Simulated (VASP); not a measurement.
Level of theory: PBE GGA, VASP's PBE PAW potentials (set 64) (plane waves; VASP 6.6.1).

A VASP calculation is set up with these files.

File KPOINTS:
```
Regular mesh
0
Gamma
18 18 18
0 0 0
```

File POSCAR:
```
Mo
1
   -1.5820120356     1.5820120356     1.5820120356
    1.5820120356    -1.5820120356     1.5820120356
    1.5820120356     1.5820120356    -1.5820120356
Mo
1
Direct
  0.0000000000   0.0000000000   0.0000000000
```

### INCAR
```
ALGO = Fast
EDIFF = 1E-5
EDIFFG = -0.03
ENCUT = 400
GGA = PE
IBRION = 2
ISIF = 2
ISMEAR = 1
LASPH = .True.
LCHARG = .False.
LMAXMIX = 4
LREAL = .False.
LWAVE = .False.
NELM = 100
NELMIN = 4
NSW = 20
PREC = Normal
SIGMA = 0.1
SYSTEM = Mo
```

POTCAR, in this order: Mo_sv (PBE.64 set). Program: vasp_std.

The resulting files:

OSZICAR:
```
       N       E                     dE             d eps       ncg     rms          rms(c)
DAV:   1     0.729553220303E+02    0.72955E+02   -0.72924E+03  4392   0.108E+03
DAV:   2    -0.105760074468E+02   -0.83531E+02   -0.80701E+02  4704   0.302E+02
DAV:   3    -0.115973405820E+02   -0.10213E+01   -0.10150E+01  4921   0.333E+01
DAV:   4    -0.115999091598E+02   -0.25686E-02   -0.25682E-02  4727   0.195E+00
DAV:   5    -0.115999212238E+02   -0.12064E-04   -0.12063E-04  4978   0.130E-01    0.142E+01
RMM:   6    -0.110110253058E+02    0.58890E+00   -0.99994E-01  4290   0.103E+01    0.413E+00
RMM:   7    -0.109346375605E+02    0.76388E-01   -0.35728E-01  4290   0.553E+00    0.121E+00
RMM:   8    -0.109324186057E+02    0.22190E-02   -0.19910E-02  4290   0.164E+00    0.276E-01
RMM:   9    -0.109319002270E+02    0.51838E-03   -0.25735E-03  4290   0.503E-01    0.449E-02
RMM:  10    -0.109319079245E+02   -0.76975E-05   -0.58678E-04  4290   0.232E-01    0.529E-02
RMM:  11    -0.109319037898E+02    0.41346E-05   -0.42036E-05  3767   0.862E-02
   1 F= -.10931904E+02 E0= -.10931972E+02  d E =-.109319E+02
```

File OUTCAR:
```
------------------------ aborting loop because EDIFF is reached ----------------------------------------
  FORCE on cell =-STRESS in cart. coord.  units (eV):
  Direction    XX          YY          ZZ          XY          YZ          ZX
  --------------------------------------------------------------------------------------
  Total       -0.1327439     -0.1327439     -0.1327439      0.0000000      0.0000000      0.0000000
  in kB      -13.4287545    -13.4287545    -13.4287545      0.0000000      0.0000000      0.0000000
  external PRESSURE =     -13.4287545 kB  Pullay stress =       0.0000000 kB
  volume of cell :       15.84
      direct lattice vectors                 reciprocal lattice vectors
    -1.582012036  1.582012036  1.582012036     0.000000000  0.316053221  0.316053221
     1.582012036 -1.582012036  1.582012036     0.316053221  0.000000000  0.316053221
     1.582012036  1.582012036 -1.582012036     0.316053221  0.316053221  0.000000000
 POSITION                                       TOTAL-FORCE (eV/Angst)
 -----------------------------------------------------------------------------------
      0.00000      0.00000      0.00000        -0.000000      0.000000      0.000000
 -----------------------------------------------------------------------------------
    total drift:                               -0.000000     -0.000000     -0.000000
  FREE ENERGIE OF THE ION-ELECTRON SYSTEM (eV)
  ---------------------------------------------------
  free  energy   TOTEN  =       -10.9319037898 eV

  energy  without entropy=      -10.9321090398  energy(sigma->0) =      -10.93197221

 reached required accuracy - stopping structural energy minimisation
```
(Selected blocks of OUTCAR.)

The compound is Mo in the bcc structure. It was relaxed first.
